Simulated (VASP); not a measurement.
Consider the following.

```
SnP
1.0
    4.11334     0.00000     0.00000
   -2.05667     3.56226     0.00000
    0.00000     0.00000     6.77322
Sn P
2 2
Direct
  0.33333   0.66667   0.66381
  0.66667   0.33333   0.33619
  0.00000   0.00000   0.83931
  0.00000   0.00000   0.16069
```

Computed with PBEsol GGA, VASP's PBE PAW potentials (set 64) (plane waves; VASP). Numerical set-up: 400 eV cut-off, 10×10×5 Γ-centred mesh, tetrahedra with Blöchl corrections, potentials Sn_d P.

The cores are frozen, which limits the accuracy of field gradients.

**Question.** Give the principal components of the electric field gradient (V/Å²) and the asymmetry η at each nucleus.

**Answer.** 
| atom | Vxx | Vyy | Vzz | η |
|---|---|---|---|---|
| Sn1 | 33.6 | 33.6 | -67.2 | 0.00 |
| Sn2 | 33.6 | 33.6 | -67.2 | 0.00 |
| P3 | -22.4 | -22.4 | 44.7 | 0.00 |
| P4 | -22.4 | -22.4 | 44.7 | 0.00 |

The structure comes from a computed database's SnP entry (P-3m1); how it stands against other phases isn't given here. It was relaxed first.
